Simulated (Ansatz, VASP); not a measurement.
# NaCa2H2: VASP beside Ansatz

```
Na Ca H
1.0
     6.52063    0.00000    0.00000
    -3.26032    5.64704    0.00000
     0.00000    0.00000    4.19123
Na Ca H
1 2 2
Cartesian
  0.0000 0.0000 2.0956
  0.0000 3.7647 0.0000
  3.2603 1.8823 0.0000
  0.0000 3.7647 2.0956
  3.2603 1.8823 2.0956
```

Alike in both runs: functional PBE; k mesh 6 × 6 × 10; occupations gaussian, width 0.1 eV; no spin polarisation.

Ansatz relaxed the structure, and its values are those at the end. VASP's run is a single point on that final structure, the one shown.

```csv
,VASP,Ansatz
version,VASP 6.6.1,Ansatz 0.2.0
potentials or method,"VASP PAW PBE potentials, release 64 (Na_pv, Ca_sv, H)","scalar-relativistic, plane waves, PAW"
plane-wave cutoff (eV),520,420
valence electrons in the cell,29,31
```

```csv
,VASP,Ansatz,Ansatz less VASP
gap on the k mesh at the Fermi level (eV),none,none,-
pressure (GPa),0.0,0.0,0.00
```

A gap of «none» marks a metal or a gap that the smearing closes. The two sets of potentials don't hold the same shells in valence.
